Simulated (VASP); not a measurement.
Computed with TPSS meta-GGA, VASP's PBE PAW potentials (set 64) (plane waves; VASP 6.6.1).

VASP ran on this input.

KPOINTS_OPT:
```
k-points along high-symmetry lines
10
Line-mode
Reciprocal
  0.000000   0.000000   0.000000 ! GAMMA
  0.500000   0.000000   0.500000 ! X

  0.500000   0.000000   0.500000 ! X
  0.625000   0.250000   0.625000 ! U

  0.375000   0.375000   0.750000 ! K
  0.000000   0.000000   0.000000 ! GAMMA

  0.000000   0.000000   0.000000 ! GAMMA
  0.500000   0.500000   0.500000 ! L

  0.500000   0.500000   0.500000 ! L
  0.500000   0.250000   0.750000 ! W

  0.500000   0.250000   0.750000 ! W
  0.500000   0.000000   0.500000 ! X
```

INCAR:
```
SYSTEM = PbF2
PREC = Accurate; ENCUT = 520; LREAL = .FALSE.
LASPH = .TRUE.
EDIFF = 1E-7; NELM = 100; ALGO = Normal
LMAXMIX = 4; LMIXTAU = .TRUE.
ISMEAR = -5
METAGGA = TPSS
ISIF = 2
LWAVE = .FALSE.; LCHARG = .FALSE.; LORBIT = 11
NEDOS = 601
LEFG = .TRUE.
```

KPOINTS:
```
Automatic mesh
0
Gamma
7 7 7
0 0 0
```

**POSCAR**
```
PbF2
1
   -0.0000000000     2.9754085994     2.9754085994
    2.9754085994     0.0000000000     2.9754085994
    2.9754085994     2.9754085994     0.0000000000
Pb F
1 2
Direct
  1.0000000000   1.0000000000   1.0000000000
  0.2500000000   0.2500000000   0.2500000000
  0.7500000000   0.7500000000   0.7500000000
```

POTCAR, in this order: Pb_d F (PBE.64 set). Program: vasp_std.

Output

**OSZICAR**
```
       N       E                     dE             d eps       ncg     rms          rms(c)
DAV:   1     0.309535252214E+03    0.30954E+03   -0.14909E+04   722   0.178E+03
DAV:   2     0.239525149825E+02   -0.28558E+03   -0.27871E+03   820   0.464E+02
DAV:   3    -0.104544806192E+01   -0.24998E+02   -0.24607E+02   852   0.150E+02
DAV:   4    -0.191966009250E+01   -0.87421E+00   -0.87274E+00   796   0.281E+01
DAV:   5    -0.194457963459E+01   -0.24920E-01   -0.24918E-01   792   0.468E+00    0.871E+00
DAV:   6    -0.201101752763E+02   -0.18166E+02   -0.13341E+02   720   0.141E+02    0.105E+01
DAV:   7    -0.194725363992E+02    0.63764E+00   -0.11377E+00   740   0.135E+01    0.842E+00
DAV:   8    -0.204649453034E+02   -0.99241E+00   -0.30502E+01   880   0.403E+01    0.898E+00
DAV:   9    -0.190937156448E+02    0.13712E+01   -0.45348E+00   892   0.144E+01    0.355E+00
DAV:  10    -0.190875135713E+02    0.62021E-02   -0.14723E-01   734   0.320E+00    0.365E+00
DAV:  11    -0.189824559559E+02    0.10506E+00   -0.10209E+00   744   0.941E+00    0.253E-01
DAV:  12    -0.189919443846E+02   -0.94884E-02   -0.76497E-02   770   0.249E+00    0.623E-01
DAV:  13    -0.189902772353E+02    0.16671E-02   -0.60437E-02   832   0.245E+00    0.279E-01
DAV:  14    -0.189944425529E+02   -0.41653E-02   -0.46306E-03   720   0.703E-01    0.246E-01
DAV:  15    -0.189946333378E+02   -0.19078E-03   -0.58121E-03   832   0.622E-01    0.417E-02
DAV:  16    -0.189953071760E+02   -0.67384E-03   -0.44117E-04   786   0.191E-01    0.152E-02
DAV:  17    -0.189953544977E+02   -0.47322E-04   -0.76992E-05   720   0.914E-02    0.105E-02
DAV:  18    -0.189953723393E+02   -0.17842E-04   -0.21149E-05   742   0.501E-02    0.218E-03
DAV:  19    -0.189953750200E+02   -0.26807E-05   -0.12414E-06   750   0.139E-02    0.338E-03
DAV:  20    -0.189953753060E+02   -0.28602E-06   -0.93603E-07   724   0.101E-02    0.944E-04
DAV:  21    -0.189953757535E+02   -0.44753E-06   -0.12570E-07   568   0.389E-03    0.971E-05
DAV:  22    -0.189953758284E+02   -0.74909E-07   -0.27096E-08   436   0.181E-03
   1 F= -.18995376E+02 E0= -.18995376E+02  d E =0.000000E+00
       N       E                     dE             ncg
       N       E                     dE             ncg
       N       E                     dE             ncg
```

### OUTCAR
```
------------------------ aborting loop because EDIFF is reached ----------------------------------------
  FORCE on cell =-STRESS in cart. coord.  units (eV):
  Direction    XX          YY          ZZ          XY          YZ          ZX
  --------------------------------------------------------------------------------------
  Total       -0.0151761     -0.0151761     -0.0151761      0.0000000     -0.0000000      0.0000000
  in kB       -0.4615321     -0.4615321     -0.4615321      0.0000000     -0.0000000      0.0000000
  external PRESSURE =      -0.4615321 kB  Pullay stress =       0.0000000 kB
  volume of cell :       52.68
      direct lattice vectors                 reciprocal lattice vectors
     0.000000000  2.975408599  2.975408599    -0.168044147  0.168044147  0.168044147
     2.975408599  0.000000000  2.975408599     0.168044147 -0.168044147  0.168044147
     2.975408599  2.975408599  0.000000000     0.168044147  0.168044147 -0.168044147
 POSITION                                       TOTAL-FORCE (eV/Angst)
 -----------------------------------------------------------------------------------
      0.00000      0.00000      0.00000         0.000000      0.000000      0.000000
      1.48770      1.48770      1.48770         0.000000      0.000000      0.000000
      4.46311      4.46311      4.46311        -0.000000     -0.000000     -0.000000
 -----------------------------------------------------------------------------------
    total drift:                                0.000000     -0.000000      0.000000
  FREE ENERGIE OF THE ION-ELECTRON SYSTEM (eV)
  ---------------------------------------------------
  free  energy   TOTEN  =       -18.9953758284 eV

  energy  without entropy=      -18.9953758284  energy(sigma->0) =      -18.99537583

 total charge

# of ion       s       p       d       tot
------------------------------------------
    1        1.530   0.267   9.848  11.645
    2        1.709   4.320   0.000   6.029
    3        1.709   4.320   0.000   6.029
--------------------------------------------------
tot          4.949   8.908   9.848  23.704

 Electric field gradients after diagonalization (V/A^2)
 (convention: |V_zz| > |V_xx| > |V_yy|)
----------------------------------------------------------------------
 ion       V_xx      V_yy      V_zz     asymmetry (V_yy - V_xx)/ V_zz
----------------------------------------------------------------------
   1       0.001     0.001    -0.002       0.000
   2      -0.003    -0.003     0.005       0.000
   3      -0.003    -0.003     0.005       0.000
```
(Selected blocks of OUTCAR.)

The compound is PbF2 in the fluorite structure, the β form. It was relaxed first.
